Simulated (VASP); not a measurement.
OSZICAR of a VASP run on P (relaxed from the bcc structure, space group Im-3m):

### OSZICAR
```
       N       E                     dE             d eps       ncg     rms          rms(c)
DAV:   1     0.523779793842E+00    0.52378E+00   -0.18478E+03  2754   0.485E+02
DAV:   2    -0.516705844162E+01   -0.56908E+01   -0.55503E+01  3876   0.585E+01
DAV:   3    -0.522966110801E+01   -0.62603E-01   -0.62628E-01  3204   0.669E+00
DAV:   4    -0.522975010084E+01   -0.88993E-04   -0.88900E-04  3774   0.266E-01
DAV:   5    -0.522975021689E+01   -0.11605E-06   -0.11468E-06  3198   0.665E-03    0.433E+00
DAV:   6    -0.522277384156E+01    0.69764E-02   -0.45614E-03  2982   0.456E-01    0.250E+00
DAV:   7    -0.521977222037E+01    0.30016E-02   -0.76047E-03  2940   0.591E-01    0.102E-01
DAV:   8    -0.521976816415E+01    0.40562E-05   -0.66477E-05  3570   0.695E-02    0.177E-02
DAV:   9    -0.521976864222E+01   -0.47807E-06   -0.54408E-07  3360   0.729E-03    0.645E-03
DAV:  10    -0.521976788495E+01    0.75726E-06   -0.86960E-08  2256   0.221E-03    0.597E-04
DAV:  11    -0.521976793725E+01   -0.52297E-07   -0.17785E-09  1470   0.447E-04
   1 F= -.52197679E+01 E0= -.52197679E+01  d E =0.000000E+00
```

Which electronic solver shows in the log?

It is blocked Davidson (ALGO = Normal, or the opening steps of other solvers). The INCAR had ALGO = Normal.

Can the final energy be trusted as converged?

The run converged. It stopped with EDIFF = 1E-7, NELM = 100 (PBEsol GGA, plane waves, VASP's PBE PAW potentials (set 64)).

The structure was generated: P was put into the bcc type (Im-3m), which need not be its known phase. It was relaxed first, which changed the volume by -7 %.
